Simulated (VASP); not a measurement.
Input:

```
CELL_PARAMETERS angstrom
      0.00000     3.00531     3.00531
      3.00531     0.00000     3.00531
      3.00531     3.00531     0.00000
ATOMIC_POSITIONS crystal
  Sr 0.00000 0.00000 0.00000
```

These are revTPSS meta-GGA, VASP's PBE PAW potentials (set 64) (plane waves; VASP) values and carry that method's errors. Settings: 520 eV cut-off, 12×12×12 Γ-centred mesh, tetrahedra with Blöchl corrections, potentials Sr_sv.

What does the run give for the energy per atom (σ→0), band gap (over mesh and band path) with the smallest direct gap where there is one?

| Item | Value |
|---|---|
| band gap (over mesh and band path) | none (metal, semimetal or under 0.01 eV) |
| energy per atom (σ→0) | 7.969 eV/atom |

Total energies compare only between runs with the same potentials, cut-off and functional.

The compound is Sr in the fcc structure. It was relaxed first.
